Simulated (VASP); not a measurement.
Computed with LDA (Ceperley-Alder, Perdew-Zunger), VASP's LDA PAW potentials (set 64) (plane waves; VASP 6.6.1).

Input for VASP

### POSCAR
```
CsPbCl3
1
    5.5267393132     0.0000000000     0.0000000000
    0.0000000000     5.5267393132     0.0000000000
    0.0000000000     0.0000000000     5.5267393132
Cs Pb Cl
1 1 3
Direct
  0.0000000000   0.0000000000   0.0000000000
  0.5000000000   0.5000000000   0.5000000000
  0.5000000000   0.0000000000   0.5000000000
  0.0000000000   0.5000000000   0.5000000000
  0.5000000000   0.5000000000   0.0000000000
```

**KPOINTS**
```
kpoints
0
G
4 4 4
0 0 0
```

**INCAR**
```
ALGO = Normal
EDIFF = 1E-6
EDIFFG = -0.02
ENCUT = 500
IBRION = 2
ISIF = 3
ISMEAR = 0
LASPH = .TRUE.
LCHARG = .FALSE.
LMAXMIX = 4
LREAL = .FALSE.
LWAVE = .FALSE.
NELM = 100
NSW = 40
PREC = Accurate
PSTRESS = 50
SIGMA = 0.05
SYSTEM = CsPbCl3
```

POTCAR, in this order: Cs_sv Pb_d Cl (LDA.64 set). Program: vasp_std.

Energy and stress use the plane-wave basis of the starting cell. Unless said otherwise, spin-orbit coupling is left out, though it shifts the bands of the heavy elements here.

Q: Predict the energy per atom (σ→0), volume per atom, band gap (on the k-mesh).

A: 
```
Quantity                          Result
------------------------  --------------
energy per atom (σ→0)     -3.825 eV/atom
band gap (on the k-mesh)         0.80 eV
volume per atom            29.83 Å³/atom
```

### OSZICAR
```
...
DAV:   2    -0.191746862290E+02    0.29379E+00   -0.68502E-01   690   0.929E+00    0.110E+00
DAV:   3    -0.191260670512E+02    0.48619E-01   -0.18237E-01   708   0.513E+00    0.505E-01
DAV:   4    -0.191249269659E+02    0.11401E-02   -0.62725E-03   776   0.724E-01    0.288E-01
DAV:   5    -0.191245377372E+02    0.38923E-03   -0.94067E-04   720   0.405E-01    0.738E-02
DAV:   6    -0.191245296585E+02    0.80787E-05   -0.15596E-04   618   0.911E-02    0.114E-02
DAV:   7    -0.191245285137E+02    0.11448E-05   -0.11637E-05   714   0.234E-02    0.381E-03
DAV:   8    -0.191245284003E+02    0.11335E-06   -0.11696E-06   384   0.920E-03
   3 F= -.14469284E+02 E0= -.14469284E+02  d E =-.337693E+00
```

The compound is CsPbCl3 in the cubic perovskite structure, the ideal cubic form; the compound distorts at low or room temperature. This run relaxes it under an external pressure of 5 GPa. Symmetry was kept, so distortions that lower it aren't found.
